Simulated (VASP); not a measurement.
All values below come from modified Becke-Johnson potential (mBJ), VASP's PBE PAW potentials (set 64) (plane waves; VASP).

VASP ran on this input.

File KPOINTS_OPT:
```
k-points along high-symmetry lines
11
Line-mode
Reciprocal
  0.000000   0.000000   0.000000 ! GAMMA
  0.000000   0.500000   0.000000 ! X

  0.000000   0.500000   0.000000 ! X
  0.500000   0.500000   0.000000 ! M

  0.500000   0.500000   0.000000 ! M
  0.000000   0.000000   0.000000 ! GAMMA

  0.000000   0.000000   0.000000 ! GAMMA
  0.500000   0.500000   0.500000 ! R

  0.500000   0.500000   0.500000 ! R
  0.000000   0.500000   0.000000 ! X

  0.500000   0.500000   0.500000 ! R
  0.500000   0.500000   0.000000 ! M
```

POSCAR:
```
CsCl
1
    4.2098955684     0.0000000000     0.0000000000
    0.0000000000     4.2098955684     0.0000000000
    0.0000000000     0.0000000000     4.2098955684
Cs Cl
1 1
Direct
  0.0000000000   0.0000000000   0.0000000000
  0.5000000000   0.5000000000   0.5000000000
```

**KPOINTS**
```
K-points
0
G
 6 6 6
0 0 0
```

**INCAR**
```
! general
SYSTEM   =  CsCl
PREC     =  Accurate
ENCUT    =  520
LREAL    =  .FALSE.   ! projection in real space or not
LASPH    =  .TRUE.

! electronic loop
EDIFF    =  1E-6   ! SCF stop (eV)
NELM     =  300
ALGO     =  Normal   ! blocked Davidson
IMIX     =  1
AMIX     =  0.1
LMAXMIX  =  4
LMIXTAU  =  .TRUE.

! smearing
ISMEAR   =  0
SIGMA    =  0.05   ! width (eV)

! functional
METAGGA  =  MBJ

! ions
ISIF     =  0

! output
LWAVE    =  .FALSE.
LCHARG   =  .FALSE.
```

POTCAR, in this order: Cs_sv Cl (PBE.64 set). Program: vasp_std. Read from the step before: WAVECAR.

Output of the run:

### OSZICAR
```
...
DAV: 216     0.422257970389E+03   -0.45019E+00   -0.26657E+00   492   0.139E+01    0.123E+02
DAV: 217     0.421090175786E+03   -0.11678E+01   -0.42292E+01   480   0.739E+01    0.677E+01
DAV: 218     0.422296970804E+03    0.12068E+01   -0.30172E+01   480   0.557E+01    0.119E+02
DAV: 219     0.421361778767E+03   -0.93519E+00   -0.39561E+01   480   0.707E+01    0.695E+01
DAV: 220     0.422300530650E+03    0.93875E+00   -0.29861E+01   480   0.545E+01    0.119E+02
DAV: 221     0.422025431220E+03   -0.27510E+00   -0.27868E+01   480   0.569E+01    0.465E+01
DAV: 222     0.375529948896E+03   -0.46495E+02   -0.35118E+02   556   0.289E+02    0.133E+02
DAV: 223     0.415782042026E+03    0.40252E+02   -0.45584E+02   480   0.194E+02    0.472E+01
DAV: 224    -0.266196215299E+03   -0.68198E+03   -0.77683E+03   680   0.239E+03    0.355E+02
DAV: 225     0.370584056009E+03    0.63678E+03   -0.23273E+03   512   0.353E+02    0.794E+01
DAV: 226     0.420426568390E+03    0.49843E+02   -0.10037E+03   784   0.132E+02    0.897E+01
DAV: 227     0.424807060340E+03    0.43805E+01   -0.14639E+02   560   0.805E+01    0.431E+01
DAV: 228     0.423278343688E+03   -0.15287E+01   -0.33141E+01   556   0.472E+01    0.340E+01
DAV: 229     0.421277172800E+03   -0.20012E+01   -0.17000E+01   524   0.337E+01    0.761E+01
DAV: 230     0.423336803270E+03    0.20596E+01   -0.35625E+01   532   0.724E+01    0.107E+02
DAV: 231     0.422486264253E+03   -0.85054E+00   -0.34069E+01   504   0.617E+01    0.108E+02
DAV: 232     0.421651697601E+03   -0.83457E+00   -0.31273E+00   512   0.121E+01    0.841E+01
DAV: 233     0.420907677339E+03   -0.74402E+00   -0.47889E+00   512   0.200E+01    0.131E+02
DAV: 234     0.422100556694E+03    0.11929E+01   -0.97149E+00   488   0.293E+01    0.359E+01
DAV: 235     0.421315679671E+03   -0.78488E+00   -0.23586E+00   512   0.139E+01    0.762E+01
DAV: 236     0.418556141850E+03   -0.27595E+01   -0.75673E+01   480   0.107E+02    0.149E+02
DAV: 237     0.422579767835E+03    0.40236E+01   -0.37298E+01   480   0.636E+01    0.464E+01
DAV: 238     0.421387651486E+03   -0.11921E+01   -0.48044E+00   500   0.181E+01    0.723E+01
DAV: 239     0.415090912283E+03   -0.62967E+01   -0.12891E+02   484   0.148E+02    0.189E+02
DAV: 240     0.422946394703E+03    0.78555E+01   -0.41128E+01   480   0.649E+01    0.310E+01
DAV: 241     0.421397319231E+03   -0.15491E+01   -0.15986E+01   488   0.309E+01    0.995E+01
DAV: 242     0.421619396125E+03    0.22208E+00   -0.52018E+01   484   0.703E+01    0.145E+02
DAV: 243     0.422540099401E+03    0.92070E+00   -0.82375E+00   484   0.263E+01    0.542E+01
DAV: 244     0.421765806503E+03   -0.77429E+00   -0.26763E+00   488   0.137E+01    0.959E+01
DAV: 245     0.422308321163E+03    0.54251E+00   -0.19499E+01   480   0.469E+01    0.404E+01
DAV: 246     0.420478752864E+03   -0.18296E+01   -0.11230E+01   488   0.408E+01    0.104E+02
DAV: 247     0.422687012152E+03    0.22083E+01   -0.35533E+01   480   0.614E+01    0.763E+01
DAV: 248     0.375108702734E+03   -0.47578E+02   -0.61209E+02   552   0.393E+02    0.154E+02
DAV: 249     0.416539287197E+03    0.41431E+02   -0.45217E+02   480   0.207E+02    0.419E+01
DAV: 250     0.341358990302E+03   -0.75180E+02   -0.11837E+03   644   0.578E+02    0.259E+02
DAV: 251     0.417259446255E+03    0.75900E+02   -0.53254E+02   480   0.194E+02    0.807E+01
DAV: 252     0.420742223605E+03    0.34828E+01   -0.26277E+02   484   0.100E+02    0.401E+01
DAV: 253     0.422311453946E+03    0.15692E+01   -0.73358E+01   488   0.900E+01    0.782E+01
DAV: 254     0.422467754710E+03    0.15630E+00   -0.62861E+01   488   0.628E+01    0.118E+02
DAV: 255     0.420989838675E+03   -0.14779E+01   -0.29458E+01   496   0.320E+01    0.977E+01
DAV: 256     0.420725902099E+03   -0.26394E+00   -0.11027E+01   488   0.260E+01    0.143E+02
DAV: 257     0.422198211367E+03    0.14723E+01   -0.10359E+01   488   0.255E+01    0.696E+01
DAV: 258     0.416569374475E+03   -0.56288E+01   -0.10318E+02   480   0.125E+02    0.171E+02
DAV: 259     0.423321686386E+03    0.67523E+01   -0.38909E+01   480   0.682E+01    0.204E+01
DAV: 260     0.422775776896E+03   -0.54591E+00   -0.41382E+00   488   0.135E+01    0.181E+01
DAV: 261     0.422997050596E+03    0.22127E+00   -0.10903E+00   484   0.880E+00    0.370E+01
DAV: 262     0.422769298493E+03   -0.22775E+00   -0.14875E+00   488   0.109E+01    0.622E+01
DAV: 263     0.421934009637E+03   -0.83529E+00   -0.19258E+00   480   0.135E+01    0.904E+01
DAV: 264     0.422249445333E+03    0.31544E+00   -0.21075E+01   480   0.489E+01    0.506E+01
DAV: 265     0.418053294584E+03   -0.41962E+01   -0.27801E+01   516   0.677E+01    0.142E+02
DAV: 266     0.423365207245E+03    0.53119E+01   -0.41931E+01   480   0.677E+01    0.259E+01
DAV: 267     0.422742940923E+03   -0.62227E+00   -0.71948E+00   496   0.184E+01    0.481E+01
DAV: 268     0.422723869131E+03   -0.19072E-01   -0.30743E+00   488   0.143E+01    0.821E+01
DAV: 269     0.418600672210E+03   -0.41232E+01   -0.91550E+01   480   0.119E+02    0.154E+02
DAV: 270     0.423537458848E+03    0.49368E+01   -0.40745E+01   480   0.680E+01    0.391E+01
DAV: 271     0.422850102709E+03   -0.68736E+00   -0.47238E+00   488   0.170E+01    0.650E+01
DAV: 272     0.422479681573E+03   -0.37042E+00   -0.24753E+00   488   0.134E+01    0.960E+01
DAV: 273     0.422921106072E+03    0.44142E+00   -0.15068E+01   480   0.398E+01    0.273E+01
DAV: 274     0.422698260581E+03   -0.22285E+00   -0.17626E+00   488   0.140E+01    0.482E+01
DAV: 275     0.411644858392E+03   -0.11053E+02   -0.75328E+01   520   0.119E+02    0.178E+02
DAV: 276     0.420195612658E+03    0.85508E+01   -0.20502E+01   488   0.358E+01    0.138E+02
DAV: 277     0.422837215813E+03    0.26416E+01   -0.81956E+01   480   0.941E+01    0.116E+02
DAV: 278     0.423136107260E+03    0.29889E+00   -0.58741E+01   480   0.861E+01    0.105E+02
DAV: 279     0.422434735168E+03   -0.70137E+00   -0.56464E+01   480   0.700E+01    0.151E+02
DAV: 280     0.423301987464E+03    0.86725E+00   -0.11020E+01   488   0.275E+01    0.629E+01
DAV: 281    -0.195081076367E+04   -0.23741E+04   -0.25619E+04   560   0.652E+03    0.274E+03
DAV: 282     0.325495462286E+03    0.22763E+04   -0.39729E+03   480   0.538E+02    0.288E+02
DAV: 283     0.412070071130E+03    0.86575E+02   -0.14621E+03   860   0.160E+02    0.308E+02
DAV: 284     0.429701237329E+03    0.17631E+02   -0.52250E+02   744   0.106E+02    0.309E+02
DAV: 285     0.108967478844E+03   -0.32073E+03   -0.39804E+03   732   0.170E+03    0.366E+02
DAV: 286     0.408503221658E+03    0.29954E+03   -0.14113E+03   480   0.321E+02    0.713E+01
DAV: 287     0.422006375350E+03    0.13503E+02   -0.47187E+02   760   0.121E+02    0.931E+01
DAV: 288     0.426840649887E+03    0.48343E+01   -0.11815E+02   576   0.613E+01    0.161E+02
DAV: 289     0.423176001261E+03   -0.36646E+01   -0.24540E+01   536   0.414E+01    0.183E+02
DAV: 290     0.422568447683E+03   -0.60755E+00   -0.25898E+01   516   0.500E+01    0.311E+01
DAV: 291     0.353629705752E+03   -0.68939E+02   -0.64168E+02   664   0.437E+02    0.140E+02
DAV: 292     0.414651551052E+03    0.61022E+02   -0.54817E+02   504   0.236E+02    0.110E+02
DAV: 293     0.420013936886E+03    0.53624E+01   -0.30811E+02   528   0.106E+02    0.576E+01
DAV: 294     0.422159380980E+03    0.21454E+01   -0.73991E+01   520   0.648E+01    0.188E+02
DAV: 295     0.424114860552E+03    0.19555E+01   -0.57829E+01   480   0.654E+01    0.231E+01
DAV: 296     0.422280363596E+03   -0.18345E+01   -0.29104E+01   520   0.326E+01    0.301E+01
DAV: 297     0.424268938403E+03    0.19886E+01   -0.69713E+00   512   0.192E+01    0.487E+01
DAV: 298     0.424542373239E+03    0.27343E+00   -0.43772E+00   504   0.131E+01    0.598E+01
DAV: 299     0.423476236979E+03   -0.10661E+01   -0.43205E+00   500   0.187E+01    0.936E+01
DAV: 300     0.422896703573E+03   -0.57953E+00   -0.36472E+00   488   0.192E+01
   1 F= 0.42289670E+03 E0= 0.42289670E+03  d E =-.310047E-15
       N       E                     dE             ncg
       N       E                     dE             ncg
       N       E                     dE             ncg
       N       E                     dE             ncg
```

**OUTCAR**
```
------------------------ aborting loop EDIFF was not reached (unconverged)  ----------------------------
  volume of cell :       74.61
      direct lattice vectors                 reciprocal lattice vectors
     4.209895568  0.000000000  0.000000000     0.237535583  0.000000000  0.000000000
     0.000000000  4.209895568  0.000000000     0.000000000  0.237535583  0.000000000
     0.000000000  0.000000000  4.209895568     0.000000000  0.000000000  0.237535583
 POSITION                                       TOTAL-FORCE (eV/Angst)
 -----------------------------------------------------------------------------------
      0.00000      0.00000      0.00000         0.000000      0.000000      0.000000
      2.10495      2.10495      2.10495         0.000000      0.000000      0.000000
 -----------------------------------------------------------------------------------
    total drift:                                0.000000      0.000000     -0.000000
  FREE ENERGIE OF THE ION-ELECTRON SYSTEM (eV)
  ---------------------------------------------------
  free  energy   TOTEN  =       422.8967035728 eV

  energy  without entropy=      422.8967035728  energy(sigma->0) =      422.89670357

     CMBJ =    1.0000

     CMBJA=   -0.0120

     CMBJB=    1.0230

     CMBJE=    0.5000

    CMBJ =    2.0000
```
(Selected blocks of OUTCAR.)

### stdout
```
...
DAV: 294     0.422159380980E+03    0.21454E+01   -0.73991E+01   520   0.648E+01    0.188E+02
 WARNING: Sub-Space-Matrix is not hermitian in DAV            2
 -9.461320563068008E-005
DAV: 295     0.424114860552E+03    0.19555E+01   -0.57829E+01   480   0.654E+01    0.231E+01
DAV: 296     0.422280363596E+03   -0.18345E+01   -0.29104E+01   520   0.326E+01    0.301E+01
DAV: 297     0.424268938403E+03    0.19886E+01   -0.69713E+00   512   0.192E+01    0.487E+01
DAV: 298     0.424542373239E+03    0.27343E+00   -0.43772E+00   504   0.131E+01    0.598E+01
DAV: 299     0.423476236979E+03   -0.10661E+01   -0.43205E+00   500   0.187E+01    0.936E+01
 WARNING: Sub-Space-Matrix is not hermitian in DAV            2
 -1.083871626315501E-004
DAV: 300     0.422896703573E+03   -0.57953E+00   -0.36472E+00   488   0.192E+01

 -----------------------------------------------------------------------------
|                                                                             |
|           W    W    AA    RRRRR   N    N  II  N    N   GGGG   !!!           |
|           W    W   A  A   R    R  NN   N  II  NN   N  G    G  !!!           |
|           W    W  A    A  R    R  N N  N  II  N N  N  G       !!!           |
|           W WW W  AAAAAA  RRRRR   N  N N  II  N  N N  G  GGG   !            |
|           WW  WW  A    A  R   R   N   NN  II  N   NN  G    G                |
|           W    W  A    A  R    R  N    N  II  N    N   GGGG   !!!           |
|                                                                             |
|     The electronic self-consistency was not achieved in the given           |
|     number of steps (NELM). The forces and other quantities evaluated       |
|     might not be reliable so examine the results carefully. If you find     |
|     spurious results, we suggest increasing NELM, if you were close to      |
|     convergence or switching to a different ALGO or adjusting the           |
|     density mixing parameters otherwise.                                    |
|                                                                             |
 -----------------------------------------------------------------------------

   1 F= 0.42289670E+03 E0= 0.42289670E+03  d E =-.310047E-15
 Start KPOINTS_OPT (optional k-point list driver)
k-point batch [1-20\66]
       N       E                     dE             ncg
k-point batch [21-40\66]
       N       E                     dE             ncg
k-point batch [41-60\66]
       N       E                     dE             ncg
k-point batch [61-66\66]
       N       E                     dE             ncg
```

The run did not converge; its last values are not results.

mBJ is a potential without an energy functional, so only the levels count.

The compound is CsCl in the CsCl type structure. It was relaxed first, which changed the volume by +7 %. The cell's shape comes from a PBE relaxation.
